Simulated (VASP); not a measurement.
Given:

```
Cu
1.0
    0.00000     1.78808     1.78808
    1.78808     0.00000     1.78808
    1.78808     1.78808     0.00000
Cu
1
Direct
  0.00000   0.00000   0.00000
```

These are PBE GGA with D4 dispersion, VASP's PBE PAW potentials (set 64) (plane waves; VASP) values and carry that method's errors. Numerical set-up: 520 eV cut-off, 17×17×17 Γ-centred mesh, first-order Methfessel-Paxton smearing of 0.10 eV, potentials Cu.

### Question
Give the energy at these volumes per atom, relative to the lowest: 10.76, 11.11, 11.45, 11.79, 12.14 Å³.

### Answer
22.5, 5.0, 0.0, 5.4, 19.5 meV/atom. A third-order Birch-Murnaghan fit gives B0 = 163 GPa and B0′ = 4.9.

Measured: bulk modulus 144 GPa at 0 K (computed value off by +12.8 %), as given by Daniel Mejia-Rodriguez et al., Physical Review B (2018), arXiv:1807.09216 [0 K value with the zero-point phonon effect removed]; a 3.595 Å at 0 K (computed value off by -0.5 %), as given by Gábor I. Csonka et al., Physical Review B (2009), arXiv:0903.4037 [low-temperature or extrapolated to 0 K; zero-point anharmonic expansion removed].

The compound is Cu in the fcc structure. It was relaxed first.
